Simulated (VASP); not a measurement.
Crystal: BeCr3.

```
Cr Be
1.0
     3.51121    0.00000    0.00000
     0.00000    3.51121    0.00000
     0.00000    0.00000    3.51121
Cr Be
3 1
Direct
  0.50000 0.50000 0.00000
  0.50000 0.00000 0.50000
  0.00000 0.50000 0.50000
  0.00000 0.00000 0.00000
```

The cell comes from a database or a generator and needn't be the stable form of this composition.

```yaml
Program: VASP 6.6.1
Task: relaxation of cell and atoms
Functional: PBEsol
Potentials_or_basis: VASP PAW PBE potentials, release 64 (Cr_pv, Be)
Cutoff: 600 eV
k_mesh: 6 × 6 × 6
Occupations: fermi-dirac, width 0.05 eV
Spin: collinear spin, ferromagnetic start
Starting_moments: "[3.0, 3.0, 3.0, 0.0] μB"
Hubbard_terms: Cr d U = 5 eV
```

At the start: pressure 42.5 GPa; volume 10.82 Å³/atom.

Question: Where does the relaxation end?

Answer: Over 14 steps the energy falls by 1077.9 meV/atom and the volume is 16.95 Å³/atom (+56.6 %); space group Pm-3m (No. 221, to 0.05 Å); moment 13.84 μB per cell.

Step by step:
| step | energy change (eV) | largest force (eV/Å) | pressure (GPa) | volume (Å³) |
| --- | --- | --- | --- | --- |
| 1 | 0.0000 | 0.0000 | 42.53 | 43.29 |
| 2 | -4.2504 | 0.0000 | 4.96 | 63.90 |
| 3 | -4.2872 | 0.0000 | 3.03 | 65.36 |
| 4 | -4.3114 | 0.0000 | -0.39 | 68.36 |
| 5 | -4.3116 | 0.0000 | 0.26 | 67.78 |
| 6 | -4.3116 | 0.0000 | 0.21 | 67.78 |
| 7 | -4.3116 | 0.0000 | 0.24 | 67.79 |
| 8 | -4.3116 | 0.0000 | 0.24 | 67.79 |
| 9 | -4.3116 | 0.0000 | 0.25 | 67.79 |
| 10 | -4.3116 | 0.0000 | 0.25 | 67.79 |
| 11 | -4.3116 | 0.0000 | 0.25 | 67.79 |
| 12 | -4.3116 | 0.0000 | 0.24 | 67.79 |
| 13 | -4.3116 | 0.0000 | 0.22 | 67.79 |
| 14 | -4.3116 | 0.0000 | 0.17 | 67.80 |

Final structure:
```
Cr Be
1.0
     4.07762    0.00000    0.00000
     0.00000    4.07762    0.00000
     0.00000    0.00000    4.07762
Cr Be
3 1
Cartesian
  2.0388 2.0388 4.0776
  2.0388 0.0000 2.0388
  0.0000 2.0388 2.0388
  4.0776 4.0776 4.0776
```

Caveat: the electronic state changed during the relaxation; the volume moved by over 15 % at a fixed basis, so the end points are rough; the PAW data sets were made with another functional, which shifts forces and pressure a little; the U is typed as a test and isn't derived for this compound.
